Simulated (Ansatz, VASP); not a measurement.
# SiC in two plane-wave programs

Wanted: the spread between two codes on one cell, functional and k mesh. The structure shown is the start of the Ansatz relaxation below; VASP solves that cell, so the two are compared at the walk's first step.

Calculated with Ansatz 0.2.0; plane waves, with VASP 6.6.1 beside it; single point at LDA.

## (1) Set-up

Symmetry: P6_3mc, No. 186, hexagonal system. Conventional cell: a = 2.967 Å, b = 2.967 Å, c = 10.057 Å, α = 90.00°, β = 90.00°, γ = 120.00°. Nearest to C lie 4 Si at 1.83 to 1.88 Å. C has 4 Si at 1.83 to 1.87 Å nearest. Si has 4 C at 1.83 to 1.88 Å nearest. Nearest to Si lie 4 C at 1.83 to 1.87 Å. Farther neighbours are not listed.

Coordinates:

```cif
data_structure
_symmetry_space_group_name_H-M 'P 1'
_symmetry_Int_Tables_number 1
_cell_length_a 2.9667
_cell_length_b 2.9667
_cell_length_c 10.0572
_cell_angle_alpha 90.000
_cell_angle_beta 90.000
_cell_angle_gamma 120.000
_cell_volume 76.66
loop_
_atom_site_label
_atom_site_type_symbol
_atom_site_fract_x
_atom_site_fract_y
_atom_site_fract_z
_atom_site_occupancy
C1 C 0.66667 0.33333 0.75058 1
C2 C 0.33333 0.66667 0.25058 1
C3 C 0.00000 0.00000 0.50112 1
C4 C 0.00000 0.00000 0.00112 1
Si5 Si 0.66667 0.33333 0.93715 1
Si6 Si 0.33333 0.66667 0.43715 1
Si7 Si 0.00000 0.00000 0.68715 1
Si8 Si 0.00000 0.00000 0.18715 1
```

## (2) Ansatz: relaxation, LDA

Ansatz runs on its PAW soft_1 files.

The two programs are compared at the cell with which this relaxation starts, whose forces are those of its first step.

input.yaml reads:

```yaml
crystal:
  lattice:
    - [2.9667477015, 0.0, 0.0]
    - [-1.4833738508, 2.5692788761, 0.0]
    - [0.0, 0.0, 10.0572034417]
  atoms:
    - { symbol: C, position: [0.6666666667, 0.3333333333, 0.7505822003] }
    - { symbol: C, position: [0.3333333333, 0.6666666667, 0.2505822003] }
    - { symbol: C, position: [0.0, 0.0, 0.501122594] }
    - { symbol: C, position: [0.0, 0.0, 0.001122594] }
    - { symbol: Si, position: [0.6666666667, 0.3333333333, 0.9371470314] }
    - { symbol: Si, position: [0.3333333333, 0.6666666667, 0.4371470314] }
    - { symbol: Si, position: [0.0, 0.0, 0.6871471743] }
    - { symbol: Si, position: [0.0, 0.0, 0.1871471743] }
kpoints:
  mp_grid: { grid: [9, 9, 4] }
hamiltonian:
  xc: lda
  pseudopotentials: { kind: paw, azcp: { folder: soft_1 }, xc_functional: pbe }
scf:
  occupations: { method: fixed }
output:
  forces: true
  stress: true
  eigenvalues: true
relax:
  adjacent_minimum: "off"
  f_tol: 0.001
  max_steps: 60
  cell: { stress_tol: 0.01, fix: [a, b, gamma] }
```

Run with:

```console
> ansatz run input.yaml --threads 8 --pin off --max-ram 16384MiB --backend cpu --events-out ev --progress --plain --runs-dir out
```

Numbers of over 12 decimals in the logs are rounded to 6 here.

The program printed:

```text
Engine: ansatz 0.2.0, aarch64-unknown-linux-gnu
Pseudopotentials: kind: paw
Pseudopotential: C, paw, valence charge 4, recommended cutoff 420 eV (normal), soft_1/C.paw.azcp
Pseudopotential: Si, paw, valence charge 4, recommended cutoff 420 eV (normal), soft_1/Si.paw.azcp
Functional definition: SPW92
  exchange = slater_x
  correlation = pw_c
Crystal: 8 atoms, lattice volume = 76.660 Å³
Basis set: ecut = 420 eV, 1485 PW (Γ)
Bands: 24, of which v1, the nominal top of the filled ones, is band 16 counted from 1 (15 counted from 0)
Symmetry: 12 space group operations
Space group: P63mc (ITA 186), of the structure as read, at distance tolerance 4.2e-5 Å
k-points: 36 of 324 (time reversal used)
Non-local potential: C, projectors of the file, l = 0: 2, l = 1: 2, l = 2: 1
Non-local potential: Si, projectors of the file, l = 0: 2, l = 1: 2, l = 2: 1
PAW form: soft (Blöchl's): semilocal exchange-correlation on the pseudo side does not see the compensation charge
PAW frozen core: C, regenerated for the run's functional, and the local potential with it (the file was generated under x = pbe(κ = 0.804, μ = 0.219515), c = pbe(β = 0.066725))
PAW frozen core: Si, regenerated for the run's functional, and the local potential with it (the file was generated under x = pbe(κ = 0.804, μ = 0.219515), c = pbe(β = 0.066725))
PAW one-centre angular grid: C, 110 points (default); XC on 64 Gauss nodes
PAW one-centre angular grid: Si, 110 points (default); XC on 64 Gauss nodes
Initial density: superposition of atomic densities (chi_scale 0.1, normalization cell, long waves kept (reshape's long-wave potential 0.00 eV rms))
Initial wavefunctions: pseudopotential atomic-orbital guess
Functional: x = slater, c = lda
SCF iter   1: F=—  HF=-3415.624953 eV  |F-HF|=—  |Δ(HF+E_count)|=         —  Δρ=1.54e-1  dr2=2.12e1  ethr=3.10e-3  ⟨swp⟩=4.9  Hψ=4017  notcnv=0  defer=199
preconditioner: auto → none  [insulator: Δε(μ)=4.153 eV  Ē_g=13.392 eV  n_scr=6 (ndim 8)  ℏωp=24.0 eV  f_vac=0.000  ε∞_Penn≈4.2]
SCF iter   2: F=—  HF=-3408.908243 eV  |F-HF|=—  |Δ(HF+E_count)|=    6.72e0  Δρ=5.01e-2  dr2=1.16e0  ethr=3.10e-3  ⟨swp⟩=4.1  Hψ=2404  notcnv=0  defer=207
SCF iter   3: F=—  HF=-3408.558448 eV  |F-HF|=—  |Δ(HF+E_count)|=   3.50e-1  Δρ=1.90e-2  dr2=1.39e-1  ethr=3.10e-3  ⟨swp⟩=2.6  Hψ=1645  notcnv=0  defer=208
SCF iter   4: F=—  HF=-3408.525554 eV  |F-HF|=—  |Δ(HF+E_count)|=   3.29e-2  Δρ=1.72e-3  dr2=1.27e-3  ethr=4.35e-4  ⟨swp⟩=2.6  Hψ=1171  notcnv=0  defer=216
SCF iter   5: F=—  HF=-3408.525652 eV  |F-HF|=—  |Δ(HF+E_count)|=   9.76e-5  Δρ=3.33e-4  dr2=2.97e-4  ethr=3.96e-6  ⟨swp⟩=2.5  Hψ=1428  notcnv=0  defer=216
SCF iter   6: F=—  HF=-3408.525575 eV  |F-HF|=—  |Δ(HF+E_count)|=   7.73e-5  Δρ=1.30e-4  dr2=1.14e-5  ethr=9.28e-7  ⟨swp⟩=2.1  Hψ=1144  notcnv=0  defer=214
SCF iter   7: F=—  HF=-3408.525578 eV  |F-HF|=—  |Δ(HF+E_count)|=   3.12e-6  Δρ=5.06e-5  dr2=2.53e-6  ethr=3.57e-8  ⟨swp⟩=2.2  Hψ=1319  notcnv=0  defer=171
SCF iter   8: F=-3408.525577 eV  HF=-3408.525577 eV  |F-HF|=6.32e-9  |Δ(HF+E_count)|=   5.47e-7  Δρ=9.78e-6  dr2=3.90e-8  ethr=3.13e-10  ⟨swp⟩=13.7  Hψ=6732  notcnv=0
SCF 1 converged in 8 iterations: F = -3408.525577 eV  dr2 = 3.90e-8
  greatest PAW one-centre occupation: 0.650 electrons in one spin orbital (limit 2), on the C atom at site 1 (counted from 0), in its partial waves of l = 0
relax step   1: F+E_penalty+E_count = -3408.52557715 eV  Δ(F+E_penalty+E_count) = +0.000e0 eV  max|allowed force component| = 1.514e-1 eV/Å  Δτ_max = 0.0000 Å  P = +14.755 GPa  Ω = 76.660 Å³  fix = [a, b, gamma]  reactions: a +21.668, b +21.668 GPa  (8 SCF iters, dr2 threshold 1.00e-7 eV, accepted)
[...]
relax step   2: F+E_penalty+E_count = -3408.52761147 eV  Δ(F+E_penalty+E_count) = -2.034e-3 eV  max|allowed force component| = 8.741e-2 eV/Å  Δτ_max = 0.0021 Å  P = +14.118 GPa  Ω = 76.824 Å³  energy of the carried Pulay correction = -2.078e-4 eV  fix = [a, b, gamma]  reactions: a +21.268, b +21.268 GPa  (4 SCF iters, dr2 threshold 8.00e-7 eV, accepted)
[...]
relax step   3: F+E_penalty+E_count = -3408.52827052 eV  Δ(F+E_penalty+E_count) = -6.590e-4 eV  max|allowed force component| = 7.506e-3 eV/Å  Δτ_max = 0.0021 Å  P = +13.952 GPa  Ω = 76.854 Å³  energy of the carried Pulay correction = -2.451e-4 eV  fix = [a, b, gamma]  reactions: a +20.990, b +20.990 GPa  (4 SCF iters, dr2 threshold 4.78e-7 eV, accepted)
[...]
relax step   4: F+E_penalty+E_count = -3408.52829237 eV  Δ(F+E_penalty+E_count) = -2.185e-5 eV  max|allowed force component| = 4.613e-4 eV/Å  Δτ_max = 0.0001 Å  P = +13.987 GPa  Ω = 76.842 Å³  energy of the carried Pulay correction = -2.311e-4 eV  fix = [a, b, gamma]  reactions: a +20.985, b +20.985 GPa  (4 SCF iters, dr2 threshold 3.88e-8 eV, accepted)
[...]
relax step   5: F+E_penalty+E_count = -3408.52850958 eV  Δ(F+E_penalty+E_count) = -2.172e-4 eV  max|allowed force component| = 3.607e-4 eV/Å  Δτ_max = 0.0000 Å  P = +13.993 GPa  Ω = 76.842 Å³  fix = [a, b, gamma]  reactions: a +20.986, b +20.986 GPa  stress off target by 6.64e-3 GPa on what of the cell is left free  SCF on the basis re-selected at this cell (its energy is not comparable with the rows above)  (6 SCF iters)
basis re-selected at this cell: Δ(F+E_penalty+E_count) = -2.172e-4 eV, ΔP = +0.005 GPa vs the last step (what re-selecting the basis moved, of the pressure what is left beyond the Pulay correction that the steps carried, after the strain that the cell walked since its last selection, with what the two solves' SCF thresholds leave and, on support functions, any second-order correction that the steps lacked; it is no m [...]
SCF converged after 6 iterations
Free energy (F): -3408.528510 eV
Harris-Foulkes:  -3408.528510 eV  (|F-HF|=9.09e-13)
Internal energy: -3408.528510 eV  (E = F + TS)
E sigma→0 (E₀):  -3408.528510 eV
Fermi energy:    10.421342 eV
--- Per-component energies (eV) ---
  E_band       = 132.642034
  E_kinetic    = 549.335428
  E_local      = -370.841307  (includes V_loc(G=0)·N_el)
  E_nonlocal   = 192.320241
  E_hartree    = 123.877496
  E_xc         = -424.993499
  E_vxc        = -441.742754  (∫ρ·V_xc dr)
  E_paw        = -2311.753380  (= ΣΔE_a)
  E_vpaw       = -44.184744  (= ΣTr[D̂ρ^β])
  E_aug_tail   = 0.000185  (compensation charges beyond the density's cutoff)
  E_ewald      = -1167.062327
  E_core_change = 0.588653  (= ΣΔE_core)
  E_smearing   = -0.000000  (= −TS)
  E_closure    = -0.000000  (closes the sum)
  Σ components = -3408.528510   (vs F -3408.528510, Δ=0.00e0)
--- Forces (eV/Å), atoms counted from 1 ---
  atom   1  C     -0.00000000    -0.00000000    -0.00012378
  atom   2  C      0.00000000     0.00000000    -0.00012378
  atom   3  C      0.00000000     0.00000000     0.00035755
  atom   4  C     -0.00000000    -0.00000000     0.00035755
  atom   5  Si     0.00000000     0.00000000    -0.00023664
  atom   6  Si    -0.00000000    -0.00000000    -0.00023664
  atom   7  Si    -0.00000000    -0.00000000    -0.00000986
  atom   8  Si     0.00000000     0.00000000    -0.00000986
  max |Σ_I F_I| component: 2.55e-5 eV/Å
--- Stress (GPa, compression-positive) ---
       20.985713       0.000000       0.000000
        0.000000      20.985713      -0.000000
        0.000000      -0.000000       0.006637
  P = ⅓ Tr σ = 13.9927 GPa (139.927 kbar)
--- Band table (eV; the first three rows and the last of 36) ---
  k-point 0: bands = [... 12 lower, 9.8980, 9.9129, 10.4213, 10.4213, 16.4490, 16.6738, 17.0294, 17.5770, ... 4 higher]
  k-point 1: bands = [... 12 lower, 10.0534, 10.0534, 10.3726, 10.3726, 16.5724, 16.9123, 16.9458, 17.6877, ... 4 higher]
  k-point 2: bands = [... 12 lower, 10.2389, 10.2389, 10.2389, 10.2389, 16.7257, 16.7257, 17.6035, 17.6035, ... 4 higher]
  k-point 35: bands = [... 12 lower, 7.2981, 7.2981, 7.5381, 7.5381, 13.2162, 13.2162, 16.8975, 16.8975, ... 4 higher]
--- Relaxed structure (4 steps of the walk, 4 accepted, 1 SCFs on fresh bases) ---
  F+E_penalty+E_count = -3408.52850958 eV   max|allowed force component| = 3.607e-4 eV/Å   (the final SCF, on the basis selected at the relaxed cell)
  cell:  # Å, volume = 76.8425 Å³
    - [2.966748, 2.886750515644665e-11, 0]
    - [-1.483374, 2.569279, 0]
    - [0, 0, 10.081138]
  atoms:
    - { symbol: C, position: [0.666667, 0.333333, 0.751016] }
    - { symbol: C, position: [0.333333, 0.666667, 0.251016] }
    - { symbol: C, position: [0, 0, 0.501509] }
    - { symbol: C, position: [0, 0, 0.00150914] }
    - { symbol: Si, position: [0.666667, 0.333333, 0.936751] }
    - { symbol: Si, position: [0.333333, 0.666667, 0.436751] }
    - { symbol: Si, position: [0, 0, 0.686723] }
    - { symbol: Si, position: [0, 0, 0.186723] }
```

## (3) VASP: single point, LDA, start cell, pair 1

The same cell, functional (in two slightly different forms) and mesh now go to VASP, with its own data sets.

Lines of VASP's logs that name or quote its potential files are left out, and so is its time.

INCAR reads:

```
SYSTEM = SiC
PREC = Accurate
ENCUT = 520
EDIFF = 1E-06
NELM = 120
ISMEAR = 0
SIGMA = 0.01
LREAL = .FALSE.
ALGO = Normal
GGA = CA
NBANDS = 24
LORBIT = 11
LWAVE = .FALSE.
LCHARG = .FALSE.
ISIF = 2
LASPH = .TRUE.
GGA_COMPAT = .FALSE.
EFERMI = MIDGAP
KPAR = 2
```

POSCAR reads:

```
SiC
1.0
    2.9667480000      0.0000000000      0.0000000000
   -1.4833740000      2.5692790000      0.0000000000
    0.0000000000      0.0000000000     10.0572030000
C Si
4 4
Direct
    0.6666666018      0.3333332036      0.7505822444
    0.3333333982      0.6666667964      0.2505821947
    0.0000000000      0.0000000000      0.5011226282
    0.0000000000      0.0000000000      0.0011225785
    0.6666666018      0.3333332036      0.9371470378
    0.3333333982      0.6666667964      0.4371470875
    0.0000000000      0.0000000000      0.6871472118
    0.0000000000      0.0000000000      0.1871471621
```

KPOINTS reads:

```
Automatic mesh
0
Gamma
9 9 4
0 0 0
```

Potentials, in the order of the species: C and Si (LDA family, release 64).

Run with:

```console
> mpirun -np 2 vasp_std
```

The program printed:

```text
[banner, memory and clock lines left out]
running    2 mpi-ranks, on    1 nodes
 distrk:  each k-point on    1 cores,    2 groups
 distr:  one band on    1 cores,    1 groups

 POSCAR found type information on POSCAR C Si
 POSCAR found :  2 types and       8 ions
 LDA part: xc-table for (Slater(with rela. corr.)+CA(PZ))
 , standard interpolation
 POSCAR, INCAR and KPOINTS ok, starting setup
 FFT: planning ... GRIDC
 FFT: planning ... GRID_SOFT
 FFT: planning ... GRID
 WAVECAR not read
 entering main loop
       N       E                     dE             d eps       ncg     rms          rms(c)
DAV:   1     0.689665189781E+02    0.68967E+02   -0.14989E+04  1728   0.122E+03
DAV:   2    -0.691930057146E+02   -0.13816E+03   -0.12872E+03  2360   0.202E+02
DAV:   3    -0.753303349702E+02   -0.61373E+01   -0.61029E+01  2296   0.418E+01
DAV:   4    -0.754035263990E+02   -0.73191E-01   -0.73136E-01  2248   0.552E+00
DAV:   5    -0.754048610722E+02   -0.13347E-02   -0.13344E-02  2280   0.694E-01    0.199E+01
DAV:   6    -0.666964176611E+02    0.87084E+01   -0.24641E+01  2168   0.228E+01    0.926E+00
DAV:   7    -0.663432399479E+02    0.35318E+00   -0.24955E+00  2360   0.753E+00    0.357E+00
DAV:   8    -0.662720770923E+02    0.71163E-01   -0.15840E-01  2088   0.196E+00    0.113E+00
DAV:   9    -0.662615822009E+02    0.10495E-01   -0.20006E-02  2216   0.769E-01    0.165E-01
DAV:  10    -0.662616406514E+02   -0.58451E-04   -0.97630E-04  2168   0.184E-01    0.821E-02
DAV:  11    -0.662616471186E+02   -0.64671E-05   -0.36349E-05  2296   0.386E-02    0.292E-02
DAV:  12    -0.662616426170E+02    0.45016E-05   -0.73024E-06  2136   0.149E-02    0.942E-03
DAV:  13    -0.662616418393E+02    0.77765E-06   -0.26668E-06  1752   0.804E-03
   1 F= -.66261642E+02 E0= -.66261642E+02  d E =0.000000E+00
```

From OUTCAR (step 3):

```text
ion  position               nearest neighbor table
   1  0.667  0.333  0.751-   7 1.83   7 1.83   7 1.83   5 1.88
   2  0.333  0.667  0.251-   8 1.83   8 1.83   8 1.83   6 1.88
   3  0.000  0.000  0.501-   6 1.83   6 1.83   6 1.83   7 1.87
   4  0.000  0.000  0.001-   5 1.83   5 1.83   5 1.83   8 1.87
   5  0.667  0.333  0.937-   4 1.83   4 1.83   4 1.83   1 1.88   7 3.04   7 3.04   7 3.04   8 3.04
                             8 3.04   8 3.04
   6  0.333  0.667  0.437-   3 1.83   3 1.83   3 1.83   2 1.88   8 3.04   8 3.04   8 3.04   7 3.04
                             7 3.04   7 3.04
   7  0.000  0.000  0.687-   1 1.83   1 1.83   1 1.83   3 1.87   5 3.04   5 3.04   5 3.04   6 3.04
                             6 3.04   6 3.04
   8  0.000  0.000  0.187-   2 1.83   2 1.83   2 1.83   4 1.87   6 3.04   6 3.04   6 3.04   5 3.04
                             5 3.04   5 3.04

  LATTYP: Found a hexagonal cell.
 ALAT       =     2.9667480000
 C/A-ratio  =     3.3899754883

 Subroutine GETGRP returns: Found 12 space group operations
 (whereof  6 operations were pure point group operations)

The static configuration has the point symmetry C_3v.
 The point group associated with its full space group is C_6v.

 Found     36 irreducible k-points:

   k-points           NKPTS =     36   k-points in BZ     NKDIM =     36   number of bands    NBANDS=     24

   dimension x,y,z NGX =    24 NGY =   24 NGZ =   80
   dimension x,y,z NGXF=    48 NGYF=   48 NGZF=  160

   ENCUT  =  520.0 eV  38.22 Ry    6.18 a.u.   5.52  5.52 18.70*2*pi/ulx,y,z

   NELECT =      32.0000    total number of electrons

 k-points in reciprocal lattice and weights: Automatic mesh
   0.00000000  0.00000000  0.00000000       0.003
   0.11111111 -0.00000000  0.00000000       0.019
   0.22222222  0.00000000  0.00000000       0.019
   0.33333333 -0.00000000  0.00000000       0.019
   0.44444444  0.00000000  0.00000000       0.019
   0.11111111  0.11111111  0.00000000       0.019
   0.22222222  0.11111111  0.00000000       0.037
   0.33333333  0.11111111  0.00000000       0.037
   0.44444444  0.11111111  0.00000000       0.019
[...]
0.33333333  0.22222222  0.50000000       0.037
   0.33333333  0.33333333  0.50000000       0.006

 average (electrostatic) potential at core
       1 -47.8953       2 -47.8953       3 -47.9429       4 -47.9429       5 -80.8693
       6 -80.8692       7 -80.8273       8 -80.8272

 E-fermi :  10.1794

 k-point     1 :       0.0000    0.0000    0.0000
  band No.  band energies     occupation
    ...
     12       8.6223      2.00000
     13       8.6223      2.00000
     14       8.7201      2.00000
     15       9.1439      2.00000
     16       9.1439      2.00000
     17      15.2385      0.00000
     18      15.4720      0.00000
     19      15.7814      0.00000
     20      16.3407      0.00000
     21      16.6247      0.00000
    ...

 k-point     2 :       0.1111   -0.0000    0.0000
  band No.  band energies     occupation
    ...
     12       8.2312      2.00000
     13       8.3062      2.00000
     14       8.3662      2.00000
     15       8.6203      2.00000
     16       9.0308      2.00000
     17      15.0732      0.00000
     18      15.4413      0.00000
     19      15.7127      0.00000
     20      15.9267      0.00000
     21      16.6555      0.00000
    ...

 k-point     3 :       0.2222    0.0000    0.0000
  band No.  band energies     occupation
    ...
     12       6.8910      2.00000
     13       7.6249      2.00000
     14       7.6612      2.00000
     15       8.2344      2.00000
     16       8.6436      2.00000
     17      13.5062      0.00000
     18      13.9244      0.00000
     19      14.7041      0.00000
     20      15.5749      0.00000
     21      16.4142      0.00000
    ...

  Total       10.5732483     10.5732472      0.6058948      0.0000000      0.0000000      0.0000000
  in kB      220.9784249    220.9784017     12.6630609      0.0000000      0.0000000      0.0000000
  external PRESSURE =     151.5399625 kB  Pullay stress =       0.0000000 kB

  energy-cutoff  :      520.00
  volume of cell :       76.66
      direct lattice vectors                 reciprocal lattice vectors
     2.966748000  0.000000000  0.000000000     0.337069411  0.194607125  0.000000000
    -1.483374000  2.569279000  0.000000000     0.000000000  0.389214250  0.000000000
     0.000000000  0.000000000 10.057203000     0.000000000  0.000000000  0.099431224

 POSITION                                       TOTAL-FORCE (eV/Angst)
 -----------------------------------------------------------------------------------
      1.48337      0.85643      7.54876         0.000000      0.000000      0.152106
     -0.00000      1.71285      2.52016        -0.000000     -0.000000      0.152106
      0.00000      0.00000      5.03989        -0.000000     -0.000000      0.141350
      0.00000      0.00000      0.01129        -0.000000      0.000000      0.141350
      1.48337      0.85643      9.42508         0.000000     -0.000000     -0.142959
     -0.00000      1.71285      4.39648        -0.000000     -0.000000     -0.142959
      0.00000      0.00000      6.91078         0.000000     -0.000000     -0.150497
      0.00000      0.00000      1.88218         0.000000      0.000000     -0.150497
 -----------------------------------------------------------------------------------
    total drift:                               -0.000000     -0.000000      0.000510

  FREE ENERGIE OF THE ION-ELECTRON SYSTEM (eV)
  ---------------------------------------------------
  free  energy   TOTEN  =       -66.2616418393 eV

  energy  without entropy=      -66.2616418393  energy(sigma->0) =      -66.26164184

 total charge
# of ion       s       p       d       tot
------------------------------------------
    1        0.839   1.784   0.000   2.624
    2        0.839   1.784   0.000   2.624
    3        0.839   1.783   0.000   2.622
    4        0.839   1.783   0.000   2.622
    5        0.721   1.042   0.000   1.763
    6        0.721   1.042   0.000   1.763
    7        0.722   1.041   0.000   1.763
    8        0.722   1.041   0.000   1.763
--------------------------------------------------
tot          6.244  11.300   0.000  17.544

[... 3 further parts left out ...]
```

The run ends at a pressure of 15.15 GPa, with forces up to 0.15 eV/Å.

## (4) Differences

Known differences besides the potentials themselves: the two LDA forms differ slightly; fixed occupations in Ansatz, narrow Gaussian smearing in VASP; the cutoff is 420 eV in Ansatz and 520 eV in VASP; VASP's log shows a relativistic correction to its local exchange, Ansatz's none. Total energies have different zeros and are not compared.

Forces (eV/Å; atoms numbered as in POSCAR):

```
atom        Ansatz x, y, z          VASP x, y, z
  C1   0.000, 0.000, 0.151   0.000, 0.000, 0.152
  C2   0.000, 0.000, 0.151   0.000, 0.000, 0.152
  C3   0.000, 0.000, 0.140   0.000, 0.000, 0.141
  C4   0.000, 0.000, 0.140   0.000, 0.000, 0.141
 Si5  0.000, 0.000, -0.143  0.000, 0.000, -0.143
 Si6  0.000, 0.000, -0.143  0.000, 0.000, -0.143
 Si7  0.000, 0.000, -0.149  0.000, 0.000, -0.150
 Si8  0.000, 0.000, -0.149  0.000, 0.000, -0.150
```

The forces differ by 0.7 meV/Å r.m.s., which is 0.8 % of the r.m.s. force of 0.085 eV/Å (both taken over all components).

[end of part 1 of 2]

[Lines on the potential files, build, host, timing and source positions are cut from VASP's logs without a mark.]

[Logs are printed without paths, hosts, clocks, repeated set-up lines and the standing remarks that a program may print on its own settings, such as how far it seeks lower states.]

[Hosts, paths, dates, database ids (printed as entryN), source tags and the programs' standing remarks are cut or masked in the printed files.]
